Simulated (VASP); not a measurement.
Data:

```xyz
6
Lattice="5.2528 0.0000 0.0000 0.0000 5.2528 0.0000 0.0000 0.0000 3.5284" Properties=species:S:1:pos:R:3 pbc="T T T"
Pb     5.2528     5.2528     3.5284
Pb     2.6264     2.6264     1.7642
O      1.6207     1.6207     0.0000
O      4.2471     1.0057     1.7642
O      1.0057     4.2471     1.7642
O      3.6321     3.6321     3.5284
```

The numbers are results of RPBE GGA, VASP's PBE PAW potentials (set 64) (plane waves; VASP), not measurements. Settings: 520 eV cut-off, 5×5×7 Γ-centred mesh, Gaussian smearing of 0.050 eV, potentials Pb_d O.

The ions and cell shape at fixed volume are relaxed. Which structure does the run end with?

```xyz
6
Lattice="5.3061 0.0000 0.0000 0.0000 5.3061 0.0000 0.0000 0.0000 3.4579" Properties=species:S:1:pos:R:3 pbc="T T T"
Pb     5.3061     0.0000     3.4579
Pb     2.6530     2.6530     1.7289
O      1.6498     1.6498     3.4579
O      4.3029     1.0032     1.7289
O      1.0032     4.3029     1.7289
O      3.6562     3.6562     0.0000
```
Space group P4_2/mnm (136), at a tolerance of 0.03 Å.

How much energy does the relaxation gain?

The energy (σ→0) changes by -3.1 meV/atom, in 4 ionic steps.

```json
[
 {"step": "1", "E(σ→0) (eV)": "-29.5472", "max force (eV/Å)": "0.128", "pressure (GPa)": "-5.30", "volume (Å³)": "97.35"},
 {"step": "2", "E(σ→0) (eV)": "-29.5578", "max force (eV/Å)": "0.086", "pressure (GPa)": "-5.01", "volume (Å³)": "97.35"},
 {"step": "3", "E(σ→0) (eV)": "-29.5660", "max force (eV/Å)": "0.005", "pressure (GPa)": "-4.36", "volume (Å³)": "97.35"},
 {"step": "4", "E(σ→0) (eV)": "-29.5661", "max force (eV/Å)": "0.005", "pressure (GPa)": "-4.28", "volume (Å³)": "97.35"}
]
```

The compound is PbO2 in the rutile structure. This cell is one point of a volume scan, at 1.06 of the reference volume. Symmetry was kept, so distortions that lower it aren't found.
